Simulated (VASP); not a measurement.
Output of a VASP run:

OSZICAR:
```
       N       E                     dE             d eps       ncg     rms          rms(c)
DAV:   1     0.577945154886E+03    0.57795E+03   -0.28192E+04  1464   0.187E+03
DAV:   2     0.608128449907E+01   -0.57186E+03   -0.55220E+03  1440   0.516E+02
DAV:   3    -0.409597742324E+02   -0.47041E+02   -0.45286E+02  1560   0.156E+02
DAV:   4    -0.428684511365E+02   -0.19087E+01   -0.18923E+01  1636   0.296E+01
DAV:   5    -0.429166273317E+02   -0.48176E-01   -0.48160E-01  1764   0.439E+00    0.291E+01
DAV:   6    -0.357131854028E+02    0.72034E+01   -0.62265E+01  1764   0.633E+01    0.165E+01
DAV:   7    -0.349637496864E+02    0.74944E+00   -0.11181E+01  1608   0.306E+01    0.662E+00
DAV:   8    -0.349801494255E+02   -0.16400E-01   -0.73869E-01  1628   0.651E+00    0.324E+00
DAV:   9    -0.349832946043E+02   -0.31452E-02   -0.13356E-01  1716   0.229E+00    0.109E+00
DAV:  10    -0.349849546026E+02   -0.16600E-02   -0.23434E-02  1772   0.131E+00    0.508E-01
DAV:  11    -0.349865640380E+02   -0.16094E-02   -0.42063E-03  1660   0.448E-01    0.224E-01
DAV:  12    -0.349866842510E+02   -0.12021E-03   -0.50258E-04  1780   0.147E-01    0.106E-01
DAV:  13    -0.349867444828E+02   -0.60232E-04   -0.11030E-04  1696   0.644E-02    0.466E-02
DAV:  14    -0.349867511613E+02   -0.66785E-05   -0.13287E-05  1632   0.263E-02    0.148E-02
DAV:  15    -0.349867517213E+02   -0.55996E-06   -0.22314E-06  1232   0.104E-02
   1 F= -.34986752E+02 E0= -.34985417E+02  d E =-.266945E-02  mag=     7.2052
```

OUTCAR:
```
------------------------ aborting loop because EDIFF is reached ----------------------------------------
  FORCE on cell =-STRESS in cart. coord.  units (eV):
  Direction    XX          YY          ZZ          XY          YZ          ZX
  --------------------------------------------------------------------------------------
  Total       -1.0897518     -1.0897518     -1.0897518     -0.0000000     -0.0000000     -0.0000000
  in kB      -27.4006897    -27.4006897    -27.4006897     -0.0000000     -0.0000000     -0.0000000
  external PRESSURE =     -27.4006897 kB  Pullay stress =       0.0000000 kB
  volume of cell :       63.72
      direct lattice vectors                 reciprocal lattice vectors
     3.994161000  0.000000000  0.000000000     0.250365471  0.000000000  0.000000000
     0.000000000  3.994161000  0.000000000     0.000000000  0.250365471  0.000000000
     0.000000000  0.000000000  3.994161000     0.000000000  0.000000000  0.250365471
 POSITION                                       TOTAL-FORCE (eV/Angst)
 -----------------------------------------------------------------------------------
      0.00000      0.00000      0.00000         0.000000      0.000000      0.000000
      1.99708      1.99708      1.99708         0.000000      0.000000      0.000000
      0.00000      1.99708      1.99708         0.000000      0.000000      0.000000
      1.99708      1.99708      0.00000         0.000000      0.000000      0.000000
      1.99708      0.00000      1.99708         0.000000      0.000000      0.000000
 -----------------------------------------------------------------------------------
    total drift:                                0.000000      0.000000     -0.000000
  FREE ENERGIE OF THE ION-ELECTRON SYSTEM (eV)
  ---------------------------------------------------
  free  energy   TOTEN  =       -34.9867517213 eV

  energy  without entropy=      -34.9840822742  energy(sigma->0) =      -34.98541700

 total charge

# of ion       s       p       d       tot
------------------------------------------
    1        0.586   0.509   9.717  10.813
    2        0.896   1.575   0.000   2.472
    3        0.311   6.327   4.150  10.789
    4        0.311   6.327   4.150  10.789
    5        0.311   6.327   4.150  10.789
--------------------------------------------------
tot          2.417  21.066  22.168  45.650

 magnetization (x)

# of ion       s       p       d       tot
------------------------------------------
    1       -0.062  -0.102   0.057  -0.107
    2       -0.027  -0.165   0.000  -0.192
    3        0.012   0.014   2.398   2.424
    4        0.012   0.014   2.398   2.424
    5        0.012   0.014   2.398   2.424
--------------------------------------------------
tot         -0.054  -0.225   7.251   6.972
```
(Selected blocks of OUTCAR.)

POSCAR:
```
ZnCr3C
1
    3.9941610000     0.0000000000     0.0000000000
    0.0000000000     3.9941610000     0.0000000000
    0.0000000000     0.0000000000     3.9941610000
Zn C Cr
1 1 3
Direct
  0.0000000000   0.0000000000   0.0000000000
  0.5000000000   0.5000000000   0.5000000000
  0.0000000000   0.5000000000   0.5000000000
  0.5000000000   0.5000000000   0.0000000000
  0.5000000000   0.0000000000   0.5000000000
```

Problem. Reconstruct the remaining input files.

Solution. Several could match; the one computed here: the input of the run itself, PBE GGA + U (Dudarev), plane waves, VASP's PBE PAW potentials (set 64).

**KPOINTS**
```
Automatic mesh
0
Gamma
5 5 5
0 0 0
```

INCAR:
```
SYSTEM=ZnCr3C
PREC=Accurate; ENCUT=520; LREAL=.FALSE.
LASPH=.TRUE.
EDIFF=1E-6; NELM=100; ALGO=Normal
LMAXMIX=4
ISMEAR=0; SIGMA=0.05
GGA=PE
MAGMOM=2*0.0 3*3.0
ISPIN=2
LDAUL=2 -1 2
LDAUU=1.0 0 1.0
LDAUJ=0 0 0
LDAU=.TRUE.; LDAUTYPE=2; LDAUPRINT=1
ISIF=2
LWAVE=.FALSE.; LCHARG=.FALSE.; LORBIT=10
```

POTCAR, in this order: Zn C Cr_pv (PBE.64 set). Program: vasp_std.

The moments were started parallel, and other spin orders were not tried in this run.

The structure was generated: ZnCr3C was put into the cubic-perovskite type (Pm-3m), which need not be its known phase. The cell was not relaxed at this level. The k-mesh is coarse (spacing up to 0.31 per Å, 2π included), so the numbers may not be converged in it. The run is one of a series of settings (LDAU = .TRUE., LDAUJ = 0 0 0, LDAUL = 2 -1 2, LDAUTYPE = 2, LDAUU = 1.0 0 1.0 against the base run), some of them coarse on purpose.
